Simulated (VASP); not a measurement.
An input for Ansatz (written as the equivalent of a VASP run, and not itself run):

Ansatz 0.2 input:
```yaml
crystal:
  lattice:
    - [0.0000000, 3.1456762, 3.1456762]
    - [3.1456762, 0.0000000, 3.1456762]
    - [3.1456762, 3.1456762, 0.0000000]
  atoms:
    - { symbol: Mg, position: [0.2500000, 0.2500000, 0.2500000] }
    - { symbol: Mg, position: [0.7500000, 0.7500000, 0.7500000] }
    - { symbol: Si, position: [1.0000000, 1.0000000, 0.0000000] }
kpoints:
  mp_grid: { grid: [6, 6, 6] }
hamiltonian:
  xc: pbe
  dispersion: d4
  pseudopotentials: { kind: paw }
scf:
  occupations: { method: gaussian, width: 0.05 }
  max_iter: 100
relax:
  max_steps: 60
  f_tol: 0.02
  cell: {}
output: { forces: true, stress: true, eigenvalues: true }
```

Question: Write the VASP files for the same calculation (PBE-D4).

Answer: Several could match; the one computed here: 
### KPOINTS
```
Automatic mesh
0
Gamma
6 6 6
0 0 0
```

INCAR:
```
NSW  =  60   # most ionic steps
LCHARG  =  .FALSE.
LWAVE  =  .FALSE.
ALGO  =  Normal
NELM  =  100   # most electronic steps
SIGMA  =  0.05   # width (eV)
EDIFF  =  1E-6
SYSTEM  =  Mg2Si
GGA  =  PE
LASPH  =  .TRUE.
LREAL  =  .FALSE.
ENCUT  =  520   # plane-wave cut-off (eV)
ISMEAR  =  0
IBRION  =  2
EDIFFG  =  -0.02   # ionic stop
PREC  =  Accurate
ISIF  =  3   # ions, shape and volume
IVDW  =  13   # D4
```

File POSCAR:
```
Mg2Si
1
   -0.0000000000     3.1456761991     3.1456761991
    3.1456761991     0.0000000000     3.1456761991
    3.1456761991     3.1456761991     0.0000000000
Mg Si
2 1
Direct
  0.2500000000   0.2500000000   0.2500000000
  0.7500000000   0.7500000000   0.7500000000
  1.0000000000   1.0000000000   0.0000000000
```

POTCAR, in this order: Mg Si (PBE.64 set). Program: vasp_std.

Limits of the translation: each code has its own PAW files, so the cut-off isn't converted (ENCUT is set for VASP's; basis.ecutwfc is left out, and Ansatz then takes the one that its files recommend); Ansatz stops its SCF on the density residual and VASP on the energy change (EDIFF).

The compound is Mg2Si in the antifluorite structure. It was relaxed first. The start is the result of an earlier pass.
